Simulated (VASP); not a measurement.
Given:

```
Al3InSb4
1.0
    0.00000     3.12806     3.12806
    3.12806     0.00000     3.12806
   12.50669    12.50669     0.00554
In Sb Al
1 4 3
Direct
  0.00186   0.00186   0.99860
  0.23760   0.23760   0.07180
  0.24662   0.24662   0.31504
  0.25374   0.25374   0.55970
  0.26171   0.26171   0.80371
  0.99215   0.99215   0.25589
  0.99959   0.99959   0.50030
  0.00673   0.00673   0.74495
```

Computed with PBEsol GGA, VASP's PBE PAW potentials (set 64) (plane waves; VASP). Numerical set-up: 400 eV cut-off, 7×7×2 Γ-centred mesh, tetrahedra with Blöchl corrections, potentials In_d Sb Al.

The cores are frozen, which limits the accuracy of field gradients.

Task: Give the principal components of the electric field gradient (V/Å²) and the asymmetry η at each nucleus.

Result: 
```json
[
 {"atom": "In1", "Vxx": "-7.5", "Vyy": "-7.5", "Vzz": "14.9", "η": "0.00"},
 {"atom": "Sb2", "Vxx": "0.9", "Vyy": "0.9", "Vzz": "-1.7", "η": "0.00"},
 {"atom": "Sb3", "Vxx": "7.8", "Vyy": "7.8", "Vzz": "-15.5", "η": "0.00"},
 {"atom": "Sb4", "Vxx": "9.4", "Vyy": "9.4", "Vzz": "-18.9", "η": "0.00"},
 {"atom": "Sb5", "Vxx": "-23.7", "Vyy": "-23.7", "Vzz": "47.3", "η": "0.00"},
 {"atom": "Al6", "Vxx": "0.4", "Vyy": "0.4", "Vzz": "-0.9", "η": "0.00"},
 {"atom": "Al7", "Vxx": "0.8", "Vyy": "0.8", "Vzz": "-1.6", "η": "0.00"},
 {"atom": "Al8", "Vxx": "0.6", "Vyy": "0.6", "Vzz": "-1.1", "η": "0.00"}
]
```

The structure was generated: Al3InSb4 was put into an ordered model structure (R3m), which need not be its known phase. It was relaxed first.
